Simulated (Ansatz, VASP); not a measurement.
# One calculation of Li4Sb4Ru, two programs

The input INCAR:

```
SYSTEM = Li4Sb4Ru
  ALGO = Normal
  EDIFF = 1E-6
  ENCUT = 520
  GGA = CA
  ISIF = 2
  ISMEAR = -1
  LASPH = .TRUE.
  LCHARG = .FALSE.
  LREAL = .FALSE.
  LWAVE = .FALSE.
  NBANDS = 33
  NELM = 80
  PREC = Accurate
  SIGMA = 0.1
```

KPOINTS

```
k-points
0
G
  4 4 4
  0 0 0
```

POSCAR

```
Li4Sb4Ru
1.0
    0.0000000000      0.0000000000      5.1388360000
    3.9593900000     -3.9593900000      2.5694180000
    3.9593900000      3.9593900000     -2.5694180000
Li Sb Ru
4 4 1
Direct
    0.2110000000      0.1840000000      0.6060000000
    0.3950000000      0.3940000000      0.1840000000
    0.7890000000      0.8160000000      0.3940000000
    0.6050000000      0.6060000000      0.8160000000
    0.2920000000      0.7740000000      0.3580000000
    0.0660000000      0.6420000000      0.7740000000
    0.7080000000      0.2260000000      0.6420000000
    0.9340000000      0.3580000000      0.2260000000
    0.0000000000      0.0000000000      0.0000000000
```

Input for Ansatz:

```yaml
crystal:
  lattice:
    - [0.0, 0.0, 5.138836]
    - [3.95939, -3.95939, 2.569418]
    - [3.95939, 3.95939, -2.569418]
  atoms:
    - { symbol: Li, position: [0.211, 0.184, 0.606] }
    - { symbol: Li, position: [0.395, 0.394, 0.184] }
    - { symbol: Li, position: [0.789, 0.816, 0.394] }
    - { symbol: Li, position: [0.605, 0.606, 0.816] }
    - { symbol: Sb, position: [0.292, 0.774, 0.358] }
    - { symbol: Sb, position: [0.066, 0.642, 0.774] }
    - { symbol: Sb, position: [0.708, 0.226, 0.642] }
    - { symbol: Sb, position: [0.934, 0.358, 0.226] }
    - { symbol: Ru, position: [0.0, 0.0, 0.0] }
  symmetry: { tolerance: 0.0003 }
kpoints:
  mp_grid: { grid: [4, 4, 4], shift: [0, 0, 0] }
magnetization:
  spin_polarized: false
scf:
  occupations: { method: fermi_dirac }
hamiltonian:
  pseudopotentials: { kind: paw }
  xc: lda
basis:
  ecutwfc: 420
output:
  forces: true
  stress: true
  eigenvalues: true
  write_density: true
  write_potential: true
  elf: true
  volumetric_format: npy
accuracy: medium
```

The cell was built by a generator and needn't be a form met in nature.

Alike in both runs: task single point; functional LDA; k mesh 4 × 4 × 4; no spin polarisation.

```csv
,VASP,Ansatz
version,VASP 6.6.1,Ansatz 0.2.0
potentials or method,"VASP PAW LDA potentials, release 64 (Li_sv, Sb, Ru_pv)",PAW plane waves
plane-wave cutoff (eV),520,420
occupations,"fermi-dirac, width 0.1 eV",fermi-dirac
valence electrons in the cell,46,88
```

VASP gave:

| Item | Value |
| --- | --- |
| gap on the k mesh at the Fermi level (eV) | none |
| rms of the force components (eV/Å) | 1.278 |

Task: Which values does Ansatz return?

Result: gap on the k mesh at the Fermi level (eV): none; rms of the force components (eV/Å): 1.276.

Atom by atom the forces differ by 0.009 eV/Å (rms over components). A gap of «none» marks a metal or a gap that the smearing closes. The two sets of potentials don't hold the same shells in valence.

Caveats: the k mesh is coarse (spacing up to 0.36 Å⁻¹), so the values aren't converged; forces of over 1 eV/Å show positions far from the minimum, so gaps and moduli don't describe the material at rest. The runs have no spin-orbit coupling, so splittings on Sb are missing.
